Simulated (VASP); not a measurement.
All values below come from PBEsol GGA, VASP's PBE PAW potentials (set 64) (plane waves; VASP).

A VASP calculation is set up with these files.

**INCAR**
```
ALGO = Normal
EDIFF = 1E-7
ENCUT = 400
GGA = PS
ICHARG = 11
ISMEAR = 0
LASPH = T
LCHARG = F
LMAXMIX = 6
LORBIT = 11
LREAL = F
LWAVE = F
NELM = 100
PREC = Accurate
SIGMA = 0.05
SYSTEM = WSb
```

POSCAR:
```
WSb
1
    3.2925668595    -0.0000000000     0.0000000000
   -0.0000000000     3.2925668595    -0.0000000000
    0.0000000000    -0.0000000000     3.2925668595
W Sb
1 1
Direct
  0.0000000000   0.0000000000   0.0000000000
  0.5000000000   0.5000000000   0.5000000000
```

KPOINTS:
```
k-points along high-symmetry lines
15
Line-mode
Reciprocal
  0.000000   0.000000   0.000000 ! GAMMA
  0.000000   0.500000   0.000000 ! X

  0.000000   0.500000   0.000000 ! X
  0.500000   0.500000   0.000000 ! M

  0.500000   0.500000   0.000000 ! M
  0.000000   0.000000   0.000000 ! GAMMA

  0.000000   0.000000   0.000000 ! GAMMA
  0.500000   0.500000   0.500000 ! R

  0.500000   0.500000   0.500000 ! R
  0.000000   0.500000   0.000000 ! X

  0.500000   0.500000   0.500000 ! R
  0.500000   0.500000   0.000000 ! M
```

POTCAR, in this order: W_sv Sb (PBE.64 set). Program: vasp_std. Read from the step before: CHGCAR.

Output

### OUTCAR
```
 ion  position               nearest neighbor table
   1  0.000  0.000  0.000-   2 2.85   2 2.85   2 2.85   2 2.85   2 2.85   2 2.85   2 2.85   2 2.85
  LATTYP: Found a simple cubic cell.
 ALAT       =     3.2925668595
 Subroutine PRICEL returns:
 Original cell was already a primitive cell.
 Subroutine GETGRP returns: Found 48 space group operations
The static configuration has the point symmetry O_h .
The dynamic configuration has the point symmetry O_h .
 Subroutine INISYM returns: Found 48 space group operations
   k-points           NKPTS =     90   k-points in BZ     NKDIM =     90   number of bands    NBANDS=     13
   number of dos      NEDOS =    301   number of ions     NIONS =      2
   total plane-waves  NPLWV =  13824
   dimension x,y,z NGX =    24 NGY =   24 NGZ =   24
   dimension x,y,z NGXF=    48 NGYF=   48 NGZF=   48
   ions per type =               1   1
   PREC   = accura    normal or accurate (medium, high low for compatibility)
   ISTART =      0    job   : 0-new  1-cont  2-samecut
   ICHARG =     11    charge: 1-file 2-atom 10-const
   ISPIN  =      1    spin polarized calculation?
   LNONCOLLINEAR =      F non collinear calculations
   LSORBIT =      F    spin-orbit coupling
   INIWAV =      1    electr: 0-lowe 1-rand  2-diag
   ENCUT  =  400.0 eV  29.40 Ry    5.42 a.u.   5.37  5.37  5.37*2*pi/ulx,y,z
   NELM   =    100;   NELMIN=  2; NELMDL= -5     # of ELM steps
   EDIFF  = 0.1E-06   stopping-criterion for ELM
   LREAL  =      F    real-space projection
   NLSPLINE    = F    spline interpolate recip. space projectors
   LMAXMIX     =    6 max onsite mixed and CHGCAR
   VOSKOWN=      0    Vosko Wilk Nusair interpolation
   EDIFFG = 0.1E-05   stopping-criterion for IOM
   NSW    =      0    number of steps for IOM
   NBLOCK =      1;   KBLOCK =      1    inner block; outer block
   IBRION =     -1    ionic relax: 0-MD 1-quasi-New 2-CG
   NFREE  =      0    steps in history (QN), initial steepest desc. (CG)
   ISIF   =      2    stress and relaxation
   ISYM   =      2    0-nonsym 1-usesym 2-fastsym
   TEIN   =    0.0    initial temperature
   TEBEG  =    0.0;   TEEND  =   0.0 temperature during run
   SMASS  =  -3.00    Nose mass-parameter (am)
   PSTRESS=    0.0 pullay stress
   NELECT =      19.0000    total number of electrons
   EFERMI =   0.00;   METHOD = LEGACY
   ISMEAR =     0;   SIGMA  =   0.05  broadening in eV -4-tet -1-fermi 0-gaus
   IALGO  =     38    algorithm
   LDIAG  =      T    sub-space diagonalisation (order eigenvalues)
   IMIX   =      4    mixing-type and parameters
     AMIX     =   0.40;   BMIX     =  1.00
     AMIX_MAG =   1.60;   BMIX_MAG =  1.00
     AMIN     =   0.10
   GGA     = PS    functional components
   VOSKOWN =     0    Vosko Wilk Nusair interpolation
   LHFCALC =     F    Hartree Fock is set to
   LHFONE  =     F    Hartree Fock one center treatment
   AEXX    =    0.0000 exact exchange contribution
   IVDW    =     0    specifies the selected vdW correction
   LEPSILON=     F    determine dielectric tensor
   LRPA    =     F    only Hartree local field effects (RPA)
  energy-cutoff  :      400.00
  volume of cell :       35.69
      direct lattice vectors                 reciprocal lattice vectors
     3.292566859  0.000000000  0.000000000     0.303714410  0.000000000  0.000000000
     0.000000000  3.292566859  0.000000000     0.000000000  0.303714410  0.000000000
     0.000000000  0.000000000  3.292566859     0.000000000  0.000000000  0.303714410
 k-point     1 :   0.0000 0.0000 0.0000  plane waves:     619
 k-point     2 :   0.0000 0.0357 0.0000  plane waves:     639
 k-point     3 :   0.0000 0.0714 0.0000  plane waves:     651
 k-point     4 :   0.0000 0.1071 0.0000  plane waves:     651
 k-point     5 :   0.0000 0.1429 0.0000  plane waves:     659
 k-point     6 :   0.0000 0.1786 0.0000  plane waves:     659
 k-point     7 :   0.0000 0.2143 0.0000  plane waves:     655
 k-point     8 :   0.0000 0.2500 0.0000  plane waves:     655
 k-point     9 :   0.0000 0.2857 0.0000  plane waves:     651
 k-point    10 :   0.0000 0.3214 0.0000  plane waves:     655
 k-point    11 :   0.0000 0.3571 0.0000  plane waves:     647
...
```

OSZICAR:
```
       N       E                     dE             d eps       ncg     rms          rms(c)
DAV:   1     0.104260080118E+03    0.10426E+03   -0.81654E+03  2356   0.120E+03
DAV:   2    -0.127448896193E+02   -0.11700E+03   -0.11378E+03  2780   0.319E+02
DAV:   3    -0.161336811190E+02   -0.33888E+01   -0.32898E+01  2875   0.525E+01
DAV:   4    -0.161879039470E+02   -0.54223E-01   -0.54169E-01  2686   0.714E+00
DAV:   5    -0.161891025047E+02   -0.11986E-02   -0.11985E-02  3073   0.111E+00
DAV:   6    -0.161891358037E+02   -0.33299E-04   -0.33299E-04  2995   0.147E-01
DAV:   7    -0.161891363475E+02   -0.54377E-06   -0.54503E-06  3194   0.148E-02
DAV:   8    -0.161891363548E+02   -0.73187E-08   -0.55699E-08  2014   0.147E-03
   1 F= -.16189136E+02 E0= -.16188364E+02  d E =-.154378E-02
```

### OUTCAR
```
 val. band max:       12.5364573622   @ k =   0.2857   0.5000   0.2857

 cond. band min:      12.5761805487   @ k =   0.0000   0.0357   0.0000



 k-point     1 :       0.0000    0.0000    0.0000
  band No.  band energies     occupation
      1     -61.9947      2.00000
      2     -26.1669      2.00000
      3     -26.1669      2.00000
      4     -26.1669      2.00000
      5      -1.7601      2.00000
      6       8.7891      2.00000
      7       8.7891      2.00000
      8      12.6652      0.00784
      9      12.6652      0.00784
     10      12.6652      0.00784
     11      12.9461      0.00000
     12      12.9461      0.00000
     13      12.9461      0.00000

 k-point     2 :       0.0000    0.0357    0.0000
  band No.  band energies     occupation
      1     -61.9946      2.00000
      2     -26.1690      2.00000
      3     -26.1667      2.00000
      4     -26.1667      2.00000
      5      -1.7393      2.00000
      6       8.7646      2.00000
      7       8.7958      2.00000
      8      12.3787      2.00000
      9      12.3787      2.00000
     10      12.5762      0.88900
     11      12.9469      0.00000
     12      13.2495      0.00000
     13      13.2495      0.00000

 k-point     3 :       0.0000    0.0714    0.0000
  band No.  band energies     occupation
      1     -61.9944      2.00000
      2     -26.1751      2.00000
      3     -26.1661      2.00000
      4     -26.1661      2.00000
      5      -1.6769      2.00000
      6       8.6812      2.00000
      7       8.8155      2.00000
      8      12.0051      2.00000
      9      12.0051      2.00000
     10      12.3610      2.00000
     11      12.9492      0.00000
     12      13.6742      0.00000
     13      13.6742      0.00000

 k-point     4 :       0.0000    0.1071    0.0000
  band No.  band energies     occupation
      1     -61.9941      2.00000
      2     -26.1849      2.00000
      3     -26.1650      2.00000
      4     -26.1650      2.00000
...
```

The density is held fixed in this step, so its total energy and stress have no physical meaning. Unless said otherwise, spin-orbit coupling is left out, though it shifts the bands of the heavy elements here.

The structure was generated: WSb was put into the CsCl type type (Pm-3m), which need not be its known phase. It was relaxed first, which changed the volume by -40 %. The electron count is odd and the run is not spin-polarised, which forces a metal.
